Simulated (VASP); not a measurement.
The system is MgB2.

```
Mg B
1.0
     3.08500    0.00000    0.00000
    -1.54250    2.67169    0.00000
     0.00000    0.00000    3.52300
Mg B
1 2
Direct
  0.00000 0.00000 0.00000
  0.33333 0.66667 0.50000
  0.66667 0.33333 0.50000
```

```yaml
Program: VASP 6.6.1
Task: relaxation of cell and atoms
Functional: PBEsol
Potentials_or_basis: VASP PAW PBE potentials, release 64 (Mg, B)
Cutoff: 600 eV
k_mesh: 15 × 15 × 10
Occupations: methfessel-paxton, width 0.1 eV
Spin: no spin polarisation
```

At the start: pressure -3.3 GPa; volume 9.68 Å³/atom.

Q: Where does the relaxation end?

A: Over 5 steps the energy falls by 2.2 meV/atom and the volume is 9.49 Å³/atom (-2.0 %); space group P6/mmm (No. 191, to 0.05 Å).

The path:
```csv
step,energy change (eV),largest force (eV/Å),pressure (GPa),volume (Å³)
1,0.0000,0.0000,-3.26,29.04
2,-0.0051,0.0000,1.45,28.22
3,-0.0065,0.0000,-0.07,28.47
4,-0.0065,0.0000,-0.14,28.48
5,-0.0065,0.0000,-0.08,28.46
```

Final structure:
```cif
data_structure
_symmetry_space_group_name_H-M 'P 1'
_symmetry_Int_Tables_number 1
_cell_length_a 3.0612
_cell_length_b 3.0612
_cell_length_c 3.5071
_cell_angle_alpha 90.000
_cell_angle_beta 90.000
_cell_angle_gamma 120.000
_cell_volume 28.46
loop_
_atom_site_label
_atom_site_type_symbol
_atom_site_fract_x
_atom_site_fract_y
_atom_site_fract_z
_atom_site_occupancy
Mg1 Mg 0.00000 0.00000 0.00000 1
B1 B 0.33333 0.66667 0.50000 1
B2 B 0.66667 0.33333 0.50000 1
```

Caveat: the PAW data sets were made with another functional, which shifts forces and pressure a little.
